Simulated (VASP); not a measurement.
```
Ta2Si
1.0
    7.03722     0.00000     0.00000
   -3.51861     6.09441     0.00000
    0.00000     0.00000     3.35620
Ta Si
6 3
Direct
  0.26286   0.00000   0.00000
  0.00000   0.26286   0.00000
  0.73714   0.73714   0.00000
  0.59943   0.00000   0.50000
  0.00000   0.59943   0.50000
  0.40057   0.40057   0.50000
  0.00000   0.00000   0.50000
  0.33333   0.66667   0.00000
  0.66667   0.33333   0.00000
```

Calculation: PBEsol GGA, VASP's PBE PAW potentials (set 64) (plane waves; VASP). Run with 400 eV cut-off, 6×6×10 Γ-centred mesh, tetrahedra with Blöchl corrections, potentials Ta_pv Si.

The cores are frozen, which limits the accuracy of field gradients.

Task: Give the principal components of the electric field gradient (V/Å²) and the asymmetry η at each nucleus.

Result: 
```json
[
 {"atom": "Ta1", "Vxx": "13.9", "Vyy": "11.4", "Vzz": "-25.3", "η": "0.10"},
 {"atom": "Ta2", "Vxx": "13.9", "Vyy": "11.4", "Vzz": "-25.3", "η": "0.10"},
 {"atom": "Ta3", "Vxx": "13.9", "Vyy": "11.4", "Vzz": "-25.3", "η": "0.10"},
 {"atom": "Ta4", "Vxx": "-78.1", "Vyy": "-57.3", "Vzz": "135.5", "η": "0.15"},
 {"atom": "Ta5", "Vxx": "-78.1", "Vyy": "-57.3", "Vzz": "135.5", "η": "0.15"},
 {"atom": "Ta6", "Vxx": "-78.1", "Vyy": "-57.3", "Vzz": "135.5", "η": "0.15"},
 {"atom": "Si7", "Vxx": "8.1", "Vyy": "8.1", "Vzz": "-16.1", "η": "0.00"},
 {"atom": "Si8", "Vxx": "-14.8", "Vyy": "-14.8", "Vzz": "29.6", "η": "0.00"},
 {"atom": "Si9", "Vxx": "-14.8", "Vyy": "-14.8", "Vzz": "29.6", "η": "0.00"}
]
```

The structure was generated: Ta2Si was put into the Fe2P type (P-62m), which need not be its known phase. It was relaxed first, which changed the volume by -9 %.
